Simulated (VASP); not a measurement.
An input for Quantum ESPRESSO's pw.x (written as the equivalent of a VASP run, and not itself run):

```
&CONTROL
  calculation = 'vc-relax'
  pseudo_dir = './pseudo'
  outdir = './out'
  tprnfor = .true.
  tstress = .true.
  nstep = 40
  forc_conv_thr = 0.00078
/
&SYSTEM
  ibrav = 0
  nat = 2
  ntyp = 2
  ecutwfc = 82
  occupations = 'smearing'
  smearing = 'gaussian'
  degauss = 0.003675
  input_dft = 'pbesol'
/
&ELECTRONS
  conv_thr = 7.3e-08
  electron_maxstep = 100
/
&IONS
/
&CELL
/
ATOMIC_SPECIES
  Ag 107.868 Ag.upf
  Cl 35.450 Cl.upf
CELL_PARAMETERS angstrom
     3.3266355    0.0000000    0.0000000
     0.0000000    3.3266355    0.0000000
     0.0000000    0.0000000    3.3266355
ATOMIC_POSITIONS crystal
  Ag   0.0000000  0.0000000  0.0000000
  Cl   0.5000000  0.5000000  0.5000000
K_POINTS automatic
  8 8 8 0 0 0
```

Question: Translate this input to VASP (INCAR, KPOINTS, POSCAR, choice of POTCAR).

Answer: One answer among several that fit: 
KPOINTS:
```
Automatic mesh
0
Gamma
8 8 8
0 0 0
```

INCAR:
```
ISIF=3
NELM=100
LWAVE=.FALSE.
EDIFFG=-0.02
PREC=Accurate
ISMEAR=0   ! Gaussian
EDIFF=1E-6   ! SCF stop (eV)
ALGO=Normal   ! blocked Davidson
SYSTEM=AgCl
ENCUT=500
NSW=40   ! most ionic steps
SIGMA=0.05   ! width (eV)
LREAL=.FALSE.
LMAXMIX=4   ! l cut-off of mixed one-centre charges
IBRION=2   ! conjugate gradients
GGA=PS   ! PBEsol
LCHARG=.FALSE.
LASPH=.TRUE.
```

POSCAR:
```
AgCl
1
    3.3266355472     0.0000000000     0.0000000000
    0.0000000000     3.3266355472     0.0000000000
    0.0000000000     0.0000000000     3.3266355472
Ag Cl
1 1
Direct
  0.0000000000   0.0000000000   0.0000000000
  0.5000000000   0.5000000000   0.5000000000
```

POTCAR, in this order: Ag Cl (PBE.64 set). Program: vasp_std.

Limits of the translation: the potentials are each code's own (VASP's PAW set, PseudoDojo norm-conserving files in pw.x), so ENCUT and ecutwfc are chosen apart and not converted; conv_thr bounds pw.x's estimated SCF error, while EDIFF bounds the energy change between steps; forc_conv_thr acts on force components and is met together with etot_conv_thr.

The structure was generated: AgCl was put into the CsCl type type (Pm-3m), which need not be its known phase. It was relaxed first, which changed the volume by +11 %.
